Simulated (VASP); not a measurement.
Output of a VASP run:

OSZICAR:
```
       N       E                     dE             d eps       ncg     rms          rms(c)
DAV:   1     0.333853142399E+03    0.33385E+03   -0.21286E+04   460   0.166E+03
DAV:   2    -0.313860769166E+02   -0.36524E+03   -0.35915E+03   573   0.444E+02
DAV:   3    -0.492357826821E+02   -0.17850E+02   -0.17809E+02   600   0.989E+01
DAV:   4    -0.497019342532E+02   -0.46615E+00   -0.46594E+00   803   0.136E+01
DAV:   5    -0.497047252454E+02   -0.27910E-02   -0.27909E-02   600   0.103E+00    0.346E+01
DAV:   6    -0.412639288521E+02    0.84408E+01   -0.44163E+01   570   0.462E+01    0.138E+01
DAV:   7    -0.411148052426E+02    0.14912E+00   -0.23135E+00   602   0.102E+01    0.888E+00
DAV:   8    -0.410659772134E+02    0.48828E-01   -0.38704E-01   573   0.543E+00    0.142E+00
DAV:   9    -0.410588047880E+02    0.71724E-02   -0.33113E-02   614   0.128E+00    0.261E-01
DAV:  10    -0.410581507328E+02    0.65406E-03   -0.81801E-03   632   0.673E-01    0.449E-02
DAV:  11    -0.410582232636E+02   -0.72531E-04   -0.38430E-04   643   0.154E-01    0.394E-02
DAV:  12    -0.410582566843E+02   -0.33421E-04   -0.45979E-05   674   0.542E-02    0.705E-03
DAV:  13    -0.410582566731E+02    0.11266E-07   -0.51575E-06   529   0.166E-02
   1 F= -.41829511E+02 E0= -.41829511E+02  d E =-.418295E+02
```

**OUTCAR**
```
------------------------ aborting loop because EDIFF is reached ----------------------------------------
  Edisp (eV):   -0.77125
  FORCE on cell =-STRESS in cart. coord.  units (eV):
  Direction    XX          YY          ZZ          XY          YZ          ZX
  --------------------------------------------------------------------------------------
  Total      -0.00854    -0.00854    -0.00854     0.00000     0.00000    -0.00000
  in kB      -0.21153    -0.21153    -0.21153     0.00000     0.00000    -0.00000
  external pressure =       -0.21 kB  Pullay stress =        0.00 kB
  volume of cell :       64.72
      direct lattice vectors                 reciprocal lattice vectors
     4.014880336  0.000000000  0.000000000     0.249073426  0.000000000  0.000000000
     0.000000000  4.014880336  0.000000000     0.000000000  0.249073426  0.000000000
     0.000000000  0.000000000  4.014880336     0.000000000  0.000000000  0.249073426
 POSITION                                       TOTAL-FORCE (eV/Angst)
 -----------------------------------------------------------------------------------
      0.00000      0.00000      0.00000         0.000000      0.000000      0.000000
      2.00744      2.00744      2.00744         0.000000      0.000000      0.000000
      2.00744      0.00000      2.00744         0.000000      0.000000      0.000000
      0.00000      2.00744      2.00744         0.000000      0.000000      0.000000
      2.00744      2.00744      0.00000         0.000000      0.000000      0.000000
 -----------------------------------------------------------------------------------
    total drift:                                0.000000      0.000000     -0.000000
  FREE ENERGIE OF THE ION-ELECTRON SYSTEM (eV)
  ---------------------------------------------------
  free  energy   TOTEN  =       -41.8295109863 eV

  energy  without entropy=      -41.8295109863  energy(sigma->0) =      -41.82951099

 reached required accuracy - stopping structural energy minimisation
```
(Selected blocks of OUTCAR.)

**POSCAR**
```
KTaO3
1
    4.0148803364    -0.0000000000    -0.0000000000
    0.0000000000     4.0148803364     0.0000000000
   -0.0000000000     0.0000000000     4.0148803364
K Ta O
1 1 3
Direct
  0.0000000000   0.0000000000   0.0000000000
  0.5000000000   0.5000000000   0.5000000000
  0.5000000000   0.0000000000   0.5000000000
  0.0000000000   0.5000000000   0.5000000000
  0.5000000000   0.5000000000   0.0000000000
```

Question: Write an INCAR and KPOINTS that could have produced this output.

Answer: This is not unique; one that fits is the input of the run itself, PBE GGA with D4 dispersion, plane waves, VASP's PBE PAW potentials (set 64).

### KPOINTS
```
Automatic mesh
0
Gamma
5 5 5
0 0 0
```

**INCAR**
```
SYSTEM  =  KTaO3
PREC  =  Accurate; ENCUT  =  520; LREAL  =  .FALSE.
LASPH  =  .TRUE.
EDIFF  =  1E-6; NELM  =  100; ALGO  =  Normal
LMAXMIX  =  6
ISMEAR  =  0; SIGMA  =  0.05
GGA  =  PE; IVDW  =  13
IBRION  =  2; NSW  =  60; ISIF  =  3
EDIFFG  =  -0.02
LWAVE  =  .FALSE.; LCHARG  =  .FALSE.
```

POTCAR, in this order: K_sv Ta_pv O (PBE.64 set). Program: vasp_std.

The compound is KTaO3 in the cubic perovskite structure. It was relaxed first. The start is the result of an earlier pass.
